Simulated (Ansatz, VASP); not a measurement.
# One calculation of CdGeS3, two programs

```
Cd Ge S
1.0
     4.81465    0.00000    0.00000
     0.00000    4.81465    0.00000
     0.00000    0.00000    4.81465
Cd Ge S
1 1 3
Direct
  0.00000 0.00000 0.00000
  0.50000 0.50000 0.50000
  0.00000 0.50000 0.50000
  0.50000 0.00000 0.50000
  0.50000 0.50000 0.00000
```

Change from the starting cell: species swapped into the HoBRh3 type (Pm-3m, No. 221).

Alike in both runs: task relaxation of cell and atoms; functional PBE; k mesh 8 × 8 × 8; occupations gaussian, width 0.1 eV; no spin polarisation.

|  | VASP | Ansatz |
| --- | --- | --- |
| version | VASP 6.6.1 | Ansatz 0.2.0 |
| potentials or method | VASP PAW PBE potentials, release 64 (Cd, Ge_d, S) | scalar-relativistic, plane waves, PAW |
| plane-wave cutoff (eV) | 600 | 420 |
| valence electrons in the cell | 44 | 52 |

Ansatz gave:

| Property | Result |
| --- | --- |
| gap on the k mesh at the Fermi level, each at its own relaxed structure (eV) | none |
| relaxed volume (Å³/atom) | 21.30 |
| relaxed cell length with the largest relative difference (Å) | 4.740 |
| energy change over the relaxation (meV/atom) | -8 |

Which values does VASP return?

gap on the k mesh at the Fermi level, each at its own relaxed structure (eV): none; relaxed volume (Å³/atom): 21.28; relaxed cell length with the largest relative difference (Å): 4.739; energy change over the relaxation (meV/atom): -8.

A gap of «none» marks a metal or a gap that the smearing closes. The two sets of potentials don't hold the same shells in valence.
